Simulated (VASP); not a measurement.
```
Li
1.0
   -1.69328     1.69328     1.69328
    1.69328    -1.69328     1.69328
    1.69328     1.69328    -1.69328
Li
1
Direct
  0.00000   0.00000   0.00000
```

Computed with LDA (Ceperley-Alder, Perdew-Zunger), VASP's LDA PAW potentials (set 64) (plane waves; VASP 6.6.1). Numerical set-up: 520 eV cut-off, 15×15×15 Γ-centred mesh, first-order Methfessel-Paxton smearing of 0.10 eV, potentials Li_sv.

Estimate the energy per atom (σ→0), band gap (on the k-mesh) with the smallest direct gap where there is one.

```json
{
  "band gap (on the k-mesh)": "none (metal, semimetal or under 0.01 eV)",
  "energy per atom (σ→0)": "-2.043 eV/atom"
}
```

Total energies compare only between runs with the same potentials, cut-off and functional.

The compound is Li in the bcc structure. This cell is one point of a volume scan, at 1.03 of the reference volume.
